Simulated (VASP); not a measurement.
Input:

```xyz
2
Lattice="2.7770 0.0000 0.0000 0.0000 2.7770 0.0000 0.0000 0.0000 3.6629" Properties=species:S:1:pos:R:3 pbc="T T T"
Cu     0.0000     0.0000     0.0000
Au     1.3885     1.3885     1.8315
```

Level of theory: PBE GGA, VASP's PBE PAW potentials (set 64) (plane waves; VASP 6.6.1). Numerical set-up: 500 eV cut-off, 13×13×10 Γ-centred mesh, first-order Methfessel-Paxton smearing of 0.10 eV, potentials Cu Au.

Energy and stress use the plane-wave basis of the starting cell.

Problem. The ions, cell shape and volume at an external pressure of 20.0 GPa are relaxed. Predict the relaxed structure.

Solution. 
```xyz
2
Lattice="2.7431 0.0000 0.0000 0.0000 2.7431 0.0000 0.0000 0.0000 3.5835" Properties=species:S:1:pos:R:3 pbc="T T T"
Cu     0.0000     0.0000     0.0000
Au     1.3716     1.3716     1.7918
```
Space group P4/mmm (123), at a tolerance of 0.03 Å.

Problem. How do energy and volume change from the first to the last step?

Solution. The energy (σ→0) changes by +59.6 meV/atom and the volume by -4.5 %, in 8 ionic steps.

```
step  E(σ→0) (eV)  max force (eV/Å)  pressure (GPa)  volume (Å³)
----  -----------  ----------------  --------------  -----------
1         -7.0094             0.000            9.98        28.25
2         -6.4568             0.000           45.34        24.79
3         -6.8980             0.000           19.71        27.03
4         -6.8944             0.000           19.90        27.00
5         -6.8914             0.000           20.13        26.98
6         -6.8911             0.000           20.24        26.97
7         -6.8904             0.000           20.25        26.97
8         -6.8902             0.000           20.18        26.96
```

The compound is CuAu in the L1_0 structure. This run relaxes it under an external pressure of 20 GPa. Symmetry was kept, so distortions that lower it aren't found.
